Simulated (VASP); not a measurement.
Consider the following.

```
CELL_PARAMETERS angstrom
     -1.58037     1.58037     1.58037
      1.58037    -1.58037     1.58037
      1.58037     1.58037    -1.58037
ATOMIC_POSITIONS crystal
  W  0.00000 0.00000 0.00000
```

Method: PBE GGA with D3 dispersion (zero damping), VASP's PBE PAW potentials (set 64) (plane waves; VASP). Numerical set-up: 520 eV cut-off, Gaussian smearing of 0.050 eV, potentials W_sv.

Problem. Give the energies of bands 5 to 10 at the high-symmetry points, in eV from the Fermi level.

Solution. 
```json
[
 {"band": "5", "Γ": "-9.69", "H": "-5.90", "N": "-6.33", "P": "-3.01"},
 {"band": "6", "Γ": "-1.27", "H": "-5.90", "N": "-3.62", "P": "-3.01"},
 {"band": "7", "Γ": "-1.27", "H": "5.16", "N": "0.66", "P": "-3.01"},
 {"band": "8", "Γ": "-1.27", "H": "5.16", "N": "2.13", "P": "3.28"},
 {"band": "9", "Γ": "2.24", "H": "5.16", "N": "3.12", "P": "3.28"},
 {"band": "10", "Γ": "2.24", "H": "8.25", "N": "6.15", "P": "6.63"}
]
```

It has no gap at this level: it comes out as a metal or semimetal.

The compound is W in the bcc structure. It was relaxed first.
